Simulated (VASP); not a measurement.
An input for Quantum ESPRESSO's pw.x (written as the equivalent of a VASP run, and not itself run):

```
&CONTROL
  calculation = 'vc-relax'
  pseudo_dir = './pseudo'
  outdir = './out'
  tprnfor = .true.
  tstress = .true.
  nstep = 60
  forc_conv_thr = 0.00039
/
&SYSTEM
  ibrav = 0
  nat = 4
  ntyp = 1
  ecutwfc = 82
  occupations = 'smearing'
  smearing = 'methfessel-paxton'
  degauss = 0.00735
  input_dft = 'pbe'
/
&ELECTRONS
  conv_thr = 7.3e-08
  electron_maxstep = 100
/
&IONS
/
&CELL
/
ATOMIC_SPECIES
  C 12.011 C.upf
CELL_PARAMETERS angstrom
     1.2337926   -2.1369909   -0.0000000
     1.2337926    2.1369909    0.0000000
     0.0000000   -0.0000000    7.6161880
ATOMIC_POSITIONS crystal
  C    0.0000000  0.0000000  0.2500000
  C    1.0000000  0.0000000  0.7500000
  C    0.3333330  0.6666670  0.2500000
  C    0.6666670  0.3333330  0.7500000
K_POINTS automatic
  15 15 5 0 0 0
```

**Question.** Translate this input to VASP (INCAR, KPOINTS, POSCAR, choice of POTCAR).

**Answer.** This is not unique; one that fits is 
INCAR:
```
SYSTEM = C
PREC = Accurate
ENCUT = 480
EDIFF = 1E-6
NELM = 100
ALGO = Normal
LREAL = .FALSE.
LASPH = .TRUE.
ISMEAR = 1
SIGMA = 0.1
GGA = PE
LWAVE = .FALSE.
LCHARG = .FALSE.
IBRION = 2
ISIF = 3
NSW = 60
EDIFFG = -0.01
```

POSCAR:
```
C
1
    1.2337925645    -2.1369909101    -0.0000000000
    1.2337925645     2.1369909101     0.0000000000
    0.0000000000    -0.0000000000     7.6161880370
C
4
Direct
  0.0000000000   0.0000000000   0.2500000000
  1.0000000000   0.0000000000   0.7500000000
  0.3333330000   0.6666670000   0.2500000000
  0.6666670000   0.3333330000   0.7500000000
```

KPOINTS:
```
Automatic mesh
0
Gamma
15 15 5
0 0 0
```

POTCAR, in this order: C (PBE.64 set). Program: vasp_std.

Limits of the translation: the potentials are each code's own (VASP's PAW set, PseudoDojo norm-conserving files in pw.x), so ENCUT and ecutwfc are chosen apart and not converted; conv_thr bounds pw.x's estimated SCF error, while EDIFF bounds the energy change between steps; forc_conv_thr acts on force components and is met together with etot_conv_thr.

The compound is C in the graphite structure. This run relaxes it. Symmetry was kept, so distortions that lower it aren't found. The start is the result of an earlier pass.
